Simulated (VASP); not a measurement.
Input for VASP

**INCAR**
```
ENCUT  =  480
LREAL  =  F
LMAXMIX  =  4
ISMEAR  =  1   ! Methfessel-Paxton
PREC  =  Accurate
GGA  =  PE   ! PBE
SYSTEM  =  CoAl
NELM  =  100
LASPH  =  T   ! aspherical one-centre terms
SIGMA  =  0.1
ALGO  =  Normal
EDIFF  =  1E-7   ! SCF stop (eV)
ISIF  =  2   ! forces and stress, cell fixed
LCHARG  =  F
LWAVE  =  F
```

**KPOINTS**
```
Automatic
0
Gamma
  12 12 12
```

POSCAR:
```
CoAl
1
    2.8498343050     0.0000000000    -0.0000000000
    0.0000000000     2.8498343050    -0.0000000000
    0.0000000000     0.0000000000     2.8498343050
Al Co
1 1
Direct
  0.5000000000   0.5000000000   0.5000000000
  0.0000000000   0.0000000000   0.0000000000
```

POTCAR, in this order: Al Co (PBE.64 set). Program: vasp_std.

Write an equivalent input for Ansatz.

One equivalent input (not run):
Ansatz 0.2 input:
```yaml
crystal:
  lattice:
    - [2.8498343, 0.0000000, 0.0000000]
    - [0.0000000, 2.8498343, 0.0000000]
    - [0.0000000, 0.0000000, 2.8498343]
  atoms:
    - { symbol: Al, position: [0.5000000, 0.5000000, 0.5000000] }
    - { symbol: Co, position: [0.0000000, 0.0000000, 0.0000000] }
kpoints:
  mp_grid: { grid: [12, 12, 12] }
hamiltonian:
  xc: pbe
  pseudopotentials: { kind: paw }
scf:
  occupations: { method: methfessel_paxton, width: 0.1 }
  max_iter: 100
output: { forces: true, stress: true, eigenvalues: true }
```
What does not carry over: each code has its own PAW files, so the cut-off isn't converted (ENCUT is set for VASP's; basis.ecutwfc is left out, and Ansatz then takes the one that its files recommend); Ansatz stops its SCF on the density residual and VASP on the energy change (EDIFF).

The compound is CoAl in the CsCl type structure. It was relaxed first.
